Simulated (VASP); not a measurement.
Data:

```xyz
2
Lattice="2.7833 0.0000 0.0000 -1.3916 2.4104 0.0000 0.0000 0.0000 4.7631" Properties=species:S:1:pos:R:3 pbc="T T T"
Pt     1.3916     0.8035     0.0000
Au     0.0000     0.0000     2.3816
```

The numbers are results of PBEsol GGA, VASP's PBE PAW potentials (set 64) (plane waves; VASP), not measurements. Settings: 400 eV cut-off, Gaussian smearing of 0.050 eV, potentials Pt Au.

### Question
Give the energies of bands 1 to 13 at the high-symmetry points, in eV from the Fermi level.

### Answer

| band | Γ | M | K | A | L | H |
|---|---|---|---|---|---|---|
| 1 | -9.85 | -6.93 | -5.77 | -8.36 | -6.94 | -5.62 |
| 2 | -7.25 | -6.25 | -5.28 | -7.81 | -6.70 | -5.31 |
| 3 | -4.33 | -6.03 | -5.03 | -4.75 | -5.56 | -5.02 |
| 4 | -4.33 | -3.82 | -4.75 | -4.41 | -5.23 | -4.88 |
| 5 | -4.18 | -3.58 | -4.60 | -4.41 | -3.13 | -4.54 |
| 6 | -2.97 | -3.52 | -3.42 | -3.74 | -1.71 | -3.46 |
| 7 | -2.97 | -2.77 | -2.79 | -3.46 | -1.65 | -2.74 |
| 8 | -2.79 | -1.25 | -1.50 | -3.46 | -1.17 | -2.63 |
| 9 | -2.79 | -0.44 | -1.16 | -1.99 | -0.93 | -1.16 |
| 10 | -0.85 | 0.52 | -1.01 | -1.99 | 0.53 | -0.38 |
| 11 | -0.51 | 1.49 | 3.46 | -0.66 | 1.01 | 5.56 |
| 12 | -0.51 | 3.20 | 4.03 | -0.66 | 1.52 | 5.62 |
| 13 | 4.13 | 6.79 | 5.16 | 11.45 | 5.23 | 6.14 |

It has no gap at this level: it comes out as a metal or semimetal.

The structure comes from a computed database's PtAu entry (P-6m2); how it stands against other phases isn't given here. It was relaxed first. The electron count is odd and the run is not spin-polarised, which forces a metal.
